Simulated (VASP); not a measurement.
VASP ran on this input.

**POSCAR**
```
HfGe2
1
   -1.6921689133     1.6921689133     4.5411482675
    1.6921689133    -1.6921689133     4.5411482675
    1.6921689133     1.6921689133    -4.5411482675
Hf Ge
1 2
Direct
  0.0000000000   0.0000000000   0.0000000000
  0.3278332075   0.3278332075   1.0000000000
  0.6721667925   0.6721667925   0.0000000000
```

File KPOINTS:
```
kpoints
0
gamma
14 14 14
```

**INCAR**
```
ISMEAR = -5
LREAL = .False.   # projection in real space or not
ENCUT = 400   # plane-wave cut-off (eV)
LMAXMIX = 6   # l cut-off of mixed one-centre charges
LWAVE = .False.
PREC = Accurate
NEDOS = 601   # DOS grid
LASPH = .True.   # aspherical one-centre terms
GGA = PS
EDIFF = 1E-7
NELM = 100   # most electronic steps
LEFG = .True.
LORBIT = 11   # lm-projected
SYSTEM = HfGe2
LCHARG = .True.
ISIF = 2   # forces and stress, cell fixed
ALGO = Normal   # blocked Davidson
```

POTCAR, in this order: Hf_pv Ge_d (PBE.64 set). Program: vasp_std.

Write an equivalent input for Quantum ESPRESSO's pw.x.

One equivalent input (not run):
```
&CONTROL
  calculation = 'scf'
  pseudo_dir = './pseudo'
  outdir = './out'
  tprnfor = .true.
  tstress = .true.
/
&SYSTEM
  ibrav = 0
  nat = 3
  ntyp = 2
  ecutwfc = 78
  occupations = 'tetrahedra'
  input_dft = 'pbesol'
/
&ELECTRONS
  conv_thr = 7.3e-09
  electron_maxstep = 100
/
ATOMIC_SPECIES
  Hf 178.490 Hf.upf
  Ge 72.630 Ge.upf
CELL_PARAMETERS angstrom
    -1.6921689    1.6921689    4.5411483
     1.6921689   -1.6921689    4.5411483
     1.6921689    1.6921689   -4.5411483
ATOMIC_POSITIONS crystal
  Hf   0.0000000  0.0000000  0.0000000
  Ge   0.3278332  0.3278332  1.0000000
  Ge   0.6721668  0.6721668  0.0000000
K_POINTS automatic
  14 14 14 0 0 0
```
Limits of the translation: the potentials are each code's own (VASP's PAW set, PseudoDojo norm-conserving files in pw.x), so ENCUT and ecutwfc are chosen apart and not converted; conv_thr bounds pw.x's estimated SCF error, while EDIFF bounds the energy change between steps; the field gradients of LEFG aren't asked of the other code.

The structure was generated: HfGe2 was put into the MoSi2 type (I4/mmm), which need not be its known phase. It was relaxed first.
